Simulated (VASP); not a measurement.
**W (Tungsten) with LDA: from relaxation to properties**

What structure and properties does LDA give W (Tungsten), and how near are they to the measured ones? The steps: full relaxation (LDA), second relaxation, density, ELF and potential (LDA), band structure (LDA), density of states (LDA), volume scan with LDA, fit for LDA, elastic constants (LDA), core-level energies (LDA) and bands along the symmetry lines (LDA + SOC). The start is a cell from a database of measured crystal structures.

Calculated with VASP 6.6.1; LDA; plane waves and PAW (W), in the first sound run; inputs show where later runs differ.

**What experiment says.**

For W, body-centred cubic (as-printed pure W, laser powder bed fusion), “Alloying Effects on the Microstructure and Properties of Laser Additively Manufactured Tungsten Materials” (2023, arxiv:2311.02034) gives, by synchrotron XRD, Rietveld refinement: lattice constant a (a of BCC W) 3.16047 ± 6e-05 Å [as-printed laser additively manufactured sample, below full density, with slight …].

Most raw output is cut from this account.

**1. Set-up**

Before any relaxation, the start is as follows. Symmetry: Im-3m, No. 229, cubic system. The conventional cell has a = 3.165 Å, b = 3.165 Å, c = 3.165 Å, α = 90.00°, β = 90.00°, γ = 90.00°. Nearest to W lie 8 W at 2.74 Å.

Coordinates:

```xyz
1
Lattice="-1.5823 1.5823 1.5823 1.5823 -1.5823 1.5823 1.5823 1.5823 -1.5823" Properties=species:S:1:pos:R:3 pbc="T T T"
W     0.0000    0.0000    0.0000
```

**2. Full relaxation (LDA)**

Properties are meant for the cell that this level of theory prefers, so cell and atoms are relaxed first (ISIF = 3) until forces and stress are small; EDIFFG sets the threshold. LDA, the lowest rung, knows the local density alone.

Contents of INCAR:

```
SYSTEM = W
PREC = Accurate
ENCUT = 400
EDIFF = 1E-06
NELM = 100
ISMEAR = 1
SIGMA = 0.2
LREAL = .FALSE.
ALGO = Normal
GGA = CA
NBANDS = 9
LORBIT = 11
LWAVE = .FALSE.
LCHARG = .FALSE.
KPAR = 2
IBRION = 2
NSW = 60
ISIF = 3
EDIFFG = -0.01
```

Contents of POSCAR:

```
W
1.0
   -1.5823450000      1.5823450000      1.5823450000
    1.5823450000     -1.5823450000      1.5823450000
    1.5823450000      1.5823450000     -1.5823450000
W
1
Direct
    0.0000000000      0.0000000000      0.0000000000
```

Contents of KPOINTS:

```
Automatic mesh
0
Gamma
10 10 10
0 0 0
```

Potentials, in the order of the species: W (LDA family, release 64).

Launch:

```sh
$ mpirun -np 2 vasp_std
```

Run time: 4.2 s. Hardware: 2 MPI ranks of Intel Xeon 6975P-C (Granite Rapids), shared host; peak memory 0.23 GiB; 7.1 s of CPU time.

The k-mesh is coarse for a metal. The data set W keeps the semicore shell frozen, which is cheaper and a little less accurate. The run keeps the 48 symmetry operations of its start, so it cannot find a distortion of lower symmetry.

The steps of the relaxation:

```csv
step,energy less that of the first step (eV),largest force (eV/Å),pressure (GPa),volume (Å³)
1,0.0000,0.0000,-10.61,15.85
2,0.2599,0.0000,54.68,13.56
3,-0.0172,0.0000,-0.78,15.38
4,-0.0173,0.0000,-0.12,15.35
5,-0.0173,0.0000,0.10,15.34
```

```csv
"conventional cell, symmetrised",before,after,change
a (Å),3.165,3.130,-1.1 %
b (Å),3.165,3.130,-1.1 %
c (Å),3.165,3.130,-1.1 %
volume (Å³/atom),15.85,15.34,-3.2 %
```

Final coordinates:

```cif
data_structure
_symmetry_space_group_name_H-M 'P 1'
_symmetry_Int_Tables_number 1
_cell_length_a 2.7109
_cell_length_b 2.7109
_cell_length_c 2.7109
_cell_angle_alpha 109.471
_cell_angle_beta 109.471
_cell_angle_gamma 109.471
_cell_volume 15.34
loop_
_atom_site_label
_atom_site_type_symbol
_atom_site_fract_x
_atom_site_fract_y
_atom_site_fract_z
_atom_site_occupancy
W1 W 0.00000 0.00000 0.00000 1
```

Numbers from this step:

* electrons: 6
* bands: 9
* irreducible k-points: 47
* symmetry operations: 48
* free energy (TOTEN): -14.20 eV
* energy at zero smearing: -14.20 eV
* Fermi energy: 8.298 eV
* pressure: 0.09580 GPa
* metallic: yes
* SCF cycles over all ionic steps: 31

It ends with forces that vanish by symmetry and a pressure of 0.10 GPa. The volume lies -3.2 % from that of the database's start, which holds the thermal and zero-point expansion of its experiment. LDA is known to overbind.

**3. Second relaxation**

The basis stayed that of the start cell while the cell moved. A rerun from the cell reached resets it; the error of the finite cutoff stays.

INCAR is that of step 2.

Contents of POSCAR:

```
W
1.0
   -1.5651371244      1.5651371244      1.5651371244
    1.5651371244     -1.5651371244      1.5651371244
    1.5651371244      1.5651371244     -1.5651371244
W
1
Direct
    0.0000000000      0.0000000000      0.0000000000
```

KPOINTS is that of step 2.

Launch:

```sh
$ mpirun -np 2 vasp_std
```

It took 1.6 s on 2 MPI ranks; peak memory 0.21 GiB.

Little changed from the start: no atom moved by 0.005 Å and no cell edge by 0.1 %.

This step gave:

* pressure: 0.07624 GPa
* SCF cycles over all ionic steps: 11

It ends with forces that vanish by symmetry and a pressure of 0.08 GPa. The volume moved by under 0.01 %: the run met its threshold at the first step.

**4. Density, ELF and potential (LDA)**

A single point on the relaxed cell gives a clean self-consistent state, with density, ELF and potential written out.

INCAR: that of step 3 with these lines changed.

```diff
@@ -13,7 +13,5 @@
 LWAVE = .FALSE.
-LCHARG = .FALSE.
-KPAR = 2
-IBRION = 2
-NSW = 60
-ISIF = 3
-EDIFFG = -0.01
+LCHARG = .TRUE.
+ISIF = 2
+LELF = .TRUE.
+LVHAR = .TRUE.
```

POSCAR is that of step 3.

KPOINTS is that of step 3.

Launch:

```sh
$ mpirun -np 2 vasp_std
```

It took 1.8 s on 2 MPI ranks; peak memory 0.19 GiB; 2.4 s of CPU time.

Numbers from this step:

```yaml
scf_cycles: 11
bands: 10
pressure: 0.07669 GPa
```

Valence electrons inside each PAW sphere by angular momentum. Sphere charges, by row:

```csv
atom,s (e),p (e),d (e),tot (e)
W1,0.693,0.75,4.232,5.675
```

Valence density in the ac plane of the conventional cell at fractional y = 0.000, with atoms of W within 0.2 Å of it. It is the smooth field of the valence electrons, not physical close to the nuclei.

Ten even steps from '_' (0.27 e/Å³) to '@' (0.85 e/Å³), each cell a mean:
```
%%##++--..__________::==**##
****++==::________..::==****
--====--..________..::--====
::::::....__________..::::::
__....________________....__
____________________________
____________________________
____________________________
____________________________
....::....__________....::..
----==::..__________..--==--
++++++==::________..::==++++
%%##++--..________..::==**##
@@%%++--..__________::--**%%
```
Columns run along a (3.1 Å), rows up along c (3.1 Å), edges of the conventional cell, whose origin can differ from the input's. Atoms in or near the plane, at fractional coordinates: W at (0.00, 0.00).

ELF in the ac plane of the conventional cell at fractional y = 0.000, with atoms of W within 0.2 Å of it. It is the smooth field of the valence electrons, not physical close to the nuclei.

Values, 14 rows by 14 columns, each cell a mean:
```
0.00 0.00 0.02 0.07 0.14 0.25 0.37 0.43 0.34 0.21 0.12 0.05 0.01 0.00
0.00 0.02 0.07 0.15 0.22 0.31 0.42 0.48 0.40 0.27 0.20 0.12 0.05 0.01
0.03 0.07 0.16 0.25 0.32 0.40 0.48 0.52 0.47 0.37 0.30 0.23 0.12 0.05
0.09 0.13 0.23 0.32 0.39 0.47 0.51 0.53 0.51 0.45 0.37 0.30 0.20 0.12
0.18 0.22 0.31 0.40 0.46 0.50 0.50 0.51 0.51 0.50 0.45 0.37 0.27 0.21
0.32 0.35 0.42 0.48 0.51 0.49 0.47 0.46 0.48 0.51 0.51 0.47 0.40 0.34
0.42 0.44 0.49 0.53 0.52 0.49 0.45 0.44 0.46 0.51 0.53 0.52 0.48 0.43
0.35 0.38 0.45 0.50 0.52 0.49 0.46 0.45 0.47 0.50 0.51 0.48 0.42 0.37
0.22 0.26 0.34 0.43 0.49 0.50 0.49 0.49 0.49 0.50 0.47 0.40 0.31 0.25
0.11 0.16 0.25 0.34 0.42 0.49 0.52 0.52 0.51 0.46 0.39 0.32 0.22 0.14
0.05 0.08 0.18 0.27 0.34 0.43 0.50 0.53 0.48 0.40 0.32 0.25 0.15 0.07
0.01 0.03 0.10 0.18 0.25 0.34 0.45 0.49 0.42 0.31 0.23 0.16 0.07 0.02
0.00 0.00 0.03 0.08 0.16 0.26 0.38 0.44 0.35 0.22 0.13 0.07 0.02 0.00
0.00 0.00 0.01 0.05 0.11 0.22 0.35 0.42 0.32 0.18 0.09 0.03 0.00 0.00
```
Columns run along a (3.1 Å), rows up along c (3.1 Å), edges of the conventional cell, whose origin can differ from the input's. Atoms in or near the plane, at fractional coordinates: W at (0.00, 0.00).

Electrostatic potential energy in the ac plane of the conventional cell at fractional y = 0.000, with atoms of W within 0.2 Å of it. With pseudopotentials it is smooth inside the atoms' cores, unlike the true potential.

Ten even steps from '_' (-33 eV) to '@' (1 eV), each cell a mean:
```
____..--++##@@@@@@##==::____
__..::==**%%@@@@@@##++--..__
::::==++##@@@@@@@@%%**++--::
====**##%%@@@@@@@@@@%%**++==
####%%%%@@@@@@@@@@@@@@%%####
@@@@@@@@@@@@@@@@@@@@@@@@@@@@
@@@@@@@@@@@@@@@@@@@@@@@@@@@@
@@@@@@@@@@@@@@@@@@@@@@@@@@@@
##%%%%@@@@@@@@@@@@@@@@@@%%##
++++**##%%@@@@@@@@@@%%##**++
::--==**##@@@@@@@@%%##++==--
....::==**%%@@@@@@%%**==::..
____..--++%%@@@@@@##==::..__
____..::++##@@@@@@##==::____
```
Columns run along a (3.1 Å; values clipped at the 3rd and 97th percentile), rows up along c (3.1 Å), edges of the conventional cell, whose origin can differ from the input's. Atoms in or near the plane, at fractional coordinates: W at (0.00, 0.00).

In this run the pressure is 0.08 GPa, small enough to go on.

**5. Band structure (LDA)**

The mesh alone shows little of the dispersion and can miss band extrema, so KPOINTS_OPT adds a path through the symmetry points after the self-consistent cycle.

Contents of INCAR:

```
SYSTEM = W
PREC = Accurate
ENCUT = 400
EDIFF = 1E-06
NELM = 100
ISMEAR = 1
SIGMA = 0.2
LREAL = .FALSE.
ALGO = Normal
GGA = CA
NBANDS = 14
LORBIT = 11
LWAVE = .FALSE.
LCHARG = .FALSE.
KPAR = 2
```

POSCAR is that of step 4.

KPOINTS is that of step 4.

Contents of KPOINTS_OPT:

```
Line mode
16
Line-mode
Reciprocal
  0.00000000   0.00000000   0.00000000 GAMMA
  0.50000000  -0.50000000   0.50000000 H

  0.50000000  -0.50000000   0.50000000 H
  0.00000000   0.00000000   0.50000000 N

  0.00000000   0.00000000   0.50000000 N
  0.00000000   0.00000000   0.00000000 GAMMA

  0.00000000   0.00000000   0.00000000 GAMMA
  0.25000000   0.25000000   0.25000000 P

  0.25000000   0.25000000   0.25000000 P
  0.50000000  -0.50000000   0.50000000 H

  0.25000000   0.25000000   0.25000000 P
  0.00000000   0.00000000   0.50000000 N
```

Launch:

```sh
$ mpirun -np 2 vasp_std
```

The job ended after 3.4 s (2 MPI ranks; peak memory 0.21 GiB; 5.8 s of CPU time).

Spin-orbit coupling is off here; with elements this heavy it splits and shifts levels by tenths of an eV or more.

Numbers from this step:

| Property | Result |
| --- | --- |
| bands | 14 |
| pressure | 0.07707 GPa |

The electronic bands at the labelled points (eV, zero at the Fermi level; # counts the bands kept):

```csv
point,#1,#2,#3,#4,#5,#6
Γ,-9.83,-1.46,-1.46,-1.46,2.13,2.13
0.53 of the way,-5.05,-3.49,-0.45,-0.45,1.59,3.50
H,-6.22,-6.22,5.22,5.22,5.22,8.63
0.53 of the way,-5.17,-3.64,-1.22,-0.08,5.78,7.34
N,-6.58,-3.88,0.85,2.05,3.05,6.27
0.53 of the way,-7.61,-2.69,-2.01,1.10,1.44,2.30
Γ,-9.83,-1.46,-1.46,-1.46,2.13,2.13
0.47 of the way,-6.56,-3.06,-3.06,2.11,2.11,3.21
P,-3.15,-3.15,-3.15,3.22,3.22,6.94
0.47 of the way,-3.92,-3.50,-3.50,2.76,2.76,9.09
H,-6.22,-6.22,5.22,5.22,5.22,8.63
jump to P,-3.15,-3.15,-3.15,3.22,3.22,6.94
0.47 of the way,-4.95,-3.87,-1.25,2.65,3.14,8.99
N,-6.58,-3.88,0.85,2.05,3.05,6.27
```

There is no gap at this level.

**6. Density of states (LDA)**

Here the states are counted by energy and projected on the atoms. The mesh is finer than in the run before.

INCAR: that of step 5 with these lines changed.

```diff
@@ -5,3 +5,3 @@
 NELM = 100
-ISMEAR = 1
+ISMEAR = -5
 SIGMA = 0.2
@@ -15 +15,2 @@
 KPAR = 2
+NEDOS = 2001
```

POSCAR is that of step 5.

Contents of KPOINTS:

```
Automatic mesh
0
Gamma
15 15 15
0 0 0
```

Launch:

```sh
$ mpirun -np 2 vasp_std
```

Wall time 5.2 s (2 MPI ranks); peak memory 0.25 GiB; 9.3 s of CPU time.

With tetrahedra the forces and stress of a metal are not exact derivatives of the energy.

Numbers from this step:

```yaml
scf_cycles: 12
irreducible_k_points: 120
free_energy_toten: -14.21 eV
fermi_energy: 8.232 eV
pressure: -0.1071 GPa
dos_at_the_fermi_level: 0.3838 states/eV/cell
```

The density of states has structure finer than the step of the table below, so its rows give means over 1 eV, whole bins alone (the curve runs from -12.0 to 7.98 eV). Peaks (eV: height): total -5.0: 1.18, -3.5: 2.94, -2.1: 2.02, 3.2: 3.40; W d -4.8: 0.835, -3.5: 2.53, -2.1: 1.51, 3.2: 3.18; W p -4.8: 0.108, -3.5: 0.332, -2.0: 0.343, 3.2: 0.0873; W s -6.3: 0.289, -2.0: 0.0558, 3.1: 0.0671.

States under -12.0 eV and over 8.0 eV are left out. The density of states by energy, zero at the Fermi level; means over each step; values in states/eV/cell:

```csv
energy (eV),total,W d,W p,W s
-11,0,0,0,0
-10,0.00230,0,3.6e-5,0.00203
-9,0.0464,4.3e-4,0.00249,0.0388
-8,0.0921,0.00423,0.00953,0.0694
-7,0.176,0.0279,0.0232,0.109
-6,0.682,0.366,0.0555,0.223
-5,0.997,0.688,0.0875,0.158
-4,0.704,0.590,0.0674,0.0202
-3,1.29,1.10,0.125,0.0157
-2,1.40,1.05,0.236,0.0374
-1,0.435,0.280,0.107,0.0139
0,0.464,0.357,0.0655,0.00970
1,0.842,0.726,0.0438,0.0175
2,1.08,0.973,0.0379,0.0157
3,1.57,1.44,0.0500,0.0317
4,0.647,0.518,0.0688,0.0340
5,0.431,0.337,0.0562,0.0182
6,0.290,0.212,0.0517,0.0136
7,0.291,0.183,0.0744,0.0178
```

The finer mesh and the other smearing move the Fermi level by -0.07 eV from the 10×10×10 run, one measure of the sampling error in the zero of the bands above. Of the states within 0.3 eV of the Fermi level, the largest shares in the PAW spheres are W d 76 % and W p 15 %. The rest lies in smaller channels or between the spheres.

**7. Volume scan with LDA, volume scale 0.94**

An equation of state needs energies on both sides of the minimum, all on one mesh and cutoff.

Contents of INCAR:

```
SYSTEM = W
PREC = Accurate
ENCUT = 400
EDIFF = 1E-06
NELM = 100
ISMEAR = 1
SIGMA = 0.2
LREAL = .FALSE.
ALGO = Normal
GGA = CA
NBANDS = 9
LORBIT = 11
LWAVE = .FALSE.
LCHARG = .FALSE.
KPAR = 2
ISIF = 2
```

Contents of POSCAR:

```
W
1.0
   -1.5331865853      1.5331865853      1.5331865853
    1.5331865853     -1.5331865853      1.5331865853
    1.5331865853      1.5331865853     -1.5331865853
W
1
Direct
    0.0000000000      0.0000000000      0.0000000000
```

Contents of KPOINTS:

```
Automatic mesh
0
Gamma
10 10 10
0 0 0
```

Launch:

```sh
$ mpirun -np 2 vasp_std
```

Run time: 1.8 s. Hardware: 2 MPI ranks; peak memory 0.21 GiB.

The scan keeps the cell's shape and the fractional positions fixed.

This step gave:

```yaml
scf_cycles: 11
bands: 9
irreducible_k_points: 47
free_energy_toten: -14.13 eV
energy_at_zero_smearing: -14.13 eV
fermi_energy: 9.017 eV
pressure: 24.79 GPa
```

The pressure here is 24.79 GPa.

**8. Volume scan with LDA, volume scale 0.96**

INCAR is that of step 7.

Contents of POSCAR:

```
W
1.0
   -1.5439840297      1.5439840297      1.5439840297
    1.5439840297     -1.5439840297      1.5439840297
    1.5439840297      1.5439840297     -1.5439840297
W
1
Direct
    0.0000000000      0.0000000000      0.0000000000
```

KPOINTS is that of step 7.

Launch:

```sh
$ mpirun -np 2 vasp_std
```

It took 2.2 s on 2 MPI ranks; peak memory 0.2 GiB.

Numbers from this step:

- free energy (TOTEN): -14.17 eV
- energy at zero smearing: -14.17 eV
- Fermi energy: 8.768 eV
- pressure: 15.70 GPa

The pressure falls from 24.79 to 15.70 GPa.

The run ends at a pressure of 15.70 GPa.

**9. Volume scan with LDA, volume scale 0.98**

INCAR is that of step 8.

Contents of POSCAR:

```
W
1.0
   -1.5546325319      1.5546325319      1.5546325319
    1.5546325319     -1.5546325319      1.5546325319
    1.5546325319      1.5546325319     -1.5546325319
W
1
Direct
    0.0000000000      0.0000000000      0.0000000000
```

KPOINTS is that of step 8.

Launch:

```sh
$ mpirun -np 2 vasp_std
```

Run time: 1.8 s. Hardware: 2 MPI ranks; peak memory 0.2 GiB; 2.3 s of CPU time.

The pressure falls from 15.70 to 7.47 GPa.

The run ends at a pressure of 7.47 GPa.

**10. Volume scan with LDA, volume scale 1**

INCAR is that of step 9.

Contents of POSCAR:

```
W
1.0
   -1.5651371244      1.5651371244      1.5651371244
    1.5651371244     -1.5651371244      1.5651371244
    1.5651371244      1.5651371244     -1.5651371244
W
1
Direct
    0.0000000000      0.0000000000      0.0000000000
```

KPOINTS is that of step 9.

Launch:

```sh
$ mpirun -np 2 vasp_std
```

Run time: 1.6 s. Hardware: 2 MPI ranks; peak memory 0.2 GiB; 2.1 s of CPU time.

The pressure falls from 7.47 to 0.08 GPa.

The run ends at a pressure of 0.08 GPa.

**11. Volume scan with LDA, volume scale 1.02**

INCAR is that of step 10.

Contents of POSCAR:

```
W
1.0
   -1.5755025730      1.5755025730      1.5755025730
    1.5755025730     -1.5755025730      1.5755025730
    1.5755025730      1.5755025730     -1.5755025730
W
1
Direct
    0.0000000000      0.0000000000      0.0000000000
```

KPOINTS is that of step 10.

Launch:

```sh
$ mpirun -np 2 vasp_std
```

Run time: 1.6 s. Hardware: 2 MPI ranks; peak memory 0.2 GiB.

The pressure falls from 0.08 to -6.56 GPa, so it vanishes between these two volumes.

**12. Volume scan with LDA, volume scale 1.04**

INCAR is that of step 11.

Contents of POSCAR:

```
W
1.0
   -1.5857333959      1.5857333959      1.5857333959
    1.5857333959     -1.5857333959      1.5857333959
    1.5857333959      1.5857333959     -1.5857333959
W
1
Direct
    0.0000000000      0.0000000000      0.0000000000
```

KPOINTS is that of step 11.

Launch:

```sh
$ mpirun -np 2 vasp_std
```

It took 1.6 s on 2 MPI ranks; peak memory 0.21 GiB.

The pressure falls from -6.56 to -12.52 GPa.

The run ends at a pressure of -12.52 GPa.

**13. Volume scan with LDA, volume scale 1.06**

A prediction first. A parabola through the 6 pressures of evenly scaled cells so far, P = 0.07 -351.2 t +780 t² GPa with t = ln(V/V₁) and V₁ the volume at scale 1, gives -17.74 GPa at t = +0.0583.

INCAR is that of step 12.

Contents of POSCAR:

```
W
1.0
   -1.5958338809      1.5958338809      1.5958338809
    1.5958338809     -1.5958338809      1.5958338809
    1.5958338809      1.5958338809     -1.5958338809
W
1
Direct
    0.0000000000      0.0000000000      0.0000000000
```

KPOINTS is that of step 12.

Launch:

```sh
$ mpirun -np 2 vasp_std
```

Elapsed: 2 s, on 2 MPI ranks; peak memory 0.2 GiB.

The pressure falls from -12.52 to -17.88 GPa. The parabola predicted -17.74 GPa, +0.13 GPa off.

**14. The series together**

Times are for 2 MPI ranks of Intel Xeon 6975P-C (Granite Rapids), shared host. Results by setting:

```csv
no.,volume scale,energy above the lowest point (meV/atom),pressure (GPa),time,memory (GiB)
1,0.94,67.7,24.79,1.8 s,0.21
2,0.96,29,15.70,2.2 s,0.2
3,0.98,7.04,7.467,1.8 s,0.2
4,1,0,0.07624,1.6 s,0.2
5,1.02,6.29,-6.559,1.6 s,0.2
6,1.04,24.6,-12.52,1.6 s,0.21
7,1.06,53.71,-17.88,2 s,0.2
```

**15. Fit for LDA**

This step: Birch-Murnaghan fit, LDA; plane waves and PAW (VASP 6.6.1).

No new run; the numbers come from the runs before.

This step gave:

```
pressure derivative of the bulk modulus : 4.468
r.m.s. error of the fit                 : 1.80e-5 eV/atom
minimum inside the sampled range        : yes
bulk modulus                            : 348.9 GPa
equilibrium volume of the fit           : 15.34 Å³/atom
```

The energy above the fitted minimum by volume:

```csv
volume (Å³/atom),energy above the fitted minimum (eV/atom)
14.416,0.0677
14.723,0.0290
15.030,0.00707
15.336,2.8e-5
15.643,0.00632
15.950,0.0246
16.256,0.0537
```

The fitted volume lies +0.02 % from the relaxed one.

**16. Elastic constants (LDA)**

This step: LDA; plane waves and PAW (W) (VASP 6.6.1).

IBRION = 6 with ISIF = 3 strains the cell both ways at fixed fractional positions, and adds the ions' share afterwards from the force constants. Stress converges slowly with the basis, so the cutoff is raised.

Contents of INCAR:

```
SYSTEM = W
PREC = Accurate
ENCUT = 500
EDIFF = 1E-07
NELM = 100
ISMEAR = 1
SIGMA = 0.2
LREAL = .FALSE.
ALGO = Normal
GGA = CA
NBANDS = 9
LORBIT = 11
LWAVE = .FALSE.
LCHARG = .FALSE.
KPAR = 2
IBRION = 6
NFREE = 2
POTIM = 0.015
ISIF = 3
NSW = 1
```

Contents of POSCAR:

```
W
1.0
   -1.5651371244      1.5651371244      1.5651371244
    1.5651371244     -1.5651371244      1.5651371244
    1.5651371244      1.5651371244     -1.5651371244
W
1
Direct
    0.0000000000      0.0000000000      0.0000000000
```

Contents of KPOINTS:

```
Automatic mesh
0
Gamma
32 32 32
0 0 0
```

Launch:

```sh
$ mpirun -np 2 vasp_std
```

It took 14 min on 2 MPI ranks; peak memory 3.7 GiB.

The last energy, forces, stress and levels in OUTCAR belong to the last displaced cell, not to the cell of POSCAR.

Numbers from this step:

```yaml
irreducible_k_points: 897
pressure_of_the_cell: -0.4997 GPa
largest_force_of_the_cell: 0 eV/Å
mechanically_stable: yes
bulk_modulus_voigt: 342.4 GPa
shear_modulus_voigt: 148.2 GPa
bulk_modulus_hill: 342.4 GPa
shear_modulus_hill: 146.9 GPa
young_s_modulus: 385.7 GPa
poisson_s_ratio: 0.3123
```

[end of part 1 of 2]

[Lines on the potential files, build, host, timing and source positions are cut from VASP's logs without a mark.]

[Logs are printed without paths, hosts, clocks, repeated set-up lines and the standing remarks that a program may print on its own settings, such as how far it seeks lower states.]

[Hosts, paths, dates, database ids (printed as entryN), source tags and the programs' standing remarks are cut or masked in the printed files.]

[Measured values are set beside computed ones only where the two were judged alike; some that the calculation misses by far are left out.]

[In band tables of VASP the shares of atoms and orbitals are scaled to a sum of 1 inside the atoms' spheres.]
